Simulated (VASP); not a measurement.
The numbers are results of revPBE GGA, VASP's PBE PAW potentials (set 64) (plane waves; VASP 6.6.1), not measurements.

VASP input:

### INCAR
```
ALGO  =  Normal
EDIFF  =  1E-6
EDIFFG  =  -0.01
ENCUT  =  520
GGA  =  RE
IBRION  =  2
ISIF  =  3
ISMEAR  =  0
LASPH  =  .True.
LCHARG  =  .False.
LMAXMIX  =  4
LREAL  =  .False.
LWAVE  =  .False.
NELM  =  100
NSW  =  60
PREC  =  Accurate
SIGMA  =  0.05
SYSTEM  =  Sr
```

**POSCAR**
```
Sr
1
   -0.0000000000     3.0587352470     3.0587352470
    3.0587352470     0.0000000000     3.0587352470
    3.0587352470     3.0587352470     0.0000000000
Sr
1
Direct
  0.0000000000   0.0000000000   0.0000000000
```

**KPOINTS**
```
Automatic mesh
0
Gamma
7 7 7
0 0 0
```

POTCAR, in this order: Sr_sv (PBE.64 set). Program: vasp_std.

Q: Predict the energy per atom (σ→0), volume per atom, band gap (on the k-mesh).

A: 
The energy per atom (σ→0) comes out as -1.479 eV/atom and the band gap (on the k-mesh) is none (metal, semimetal or under 0.01 eV). The volume per atom comes out as 57.72 Å³/atom.

OSZICAR:
```
...
       N       E                     dE             d eps       ncg     rms          rms(c)
DAV:   1    -0.148225100131E+01   -0.58272E-03   -0.14360E-02   392   0.100E+00    0.190E-01
DAV:   2    -0.148184770809E+01    0.40329E-03   -0.12212E-03   399   0.347E-01    0.745E-02
DAV:   3    -0.148169000221E+01    0.15771E-03   -0.57634E-04   532   0.155E-01    0.450E-02
DAV:   4    -0.148170247223E+01   -0.12470E-04   -0.32866E-05   649   0.363E-02    0.302E-02
DAV:   5    -0.148170789066E+01   -0.54184E-05   -0.43539E-05   526   0.426E-02    0.672E-03
DAV:   6    -0.148170842564E+01   -0.53498E-06   -0.51153E-07   194   0.713E-03
   3 F= -.14817084E+01 E0= -.14794665E+01  d E =-.197769E-03
```

The compound is Sr in the fcc structure. This run relaxes it. Symmetry was kept, so distortions that lower it aren't found. The start is the result of an earlier pass.
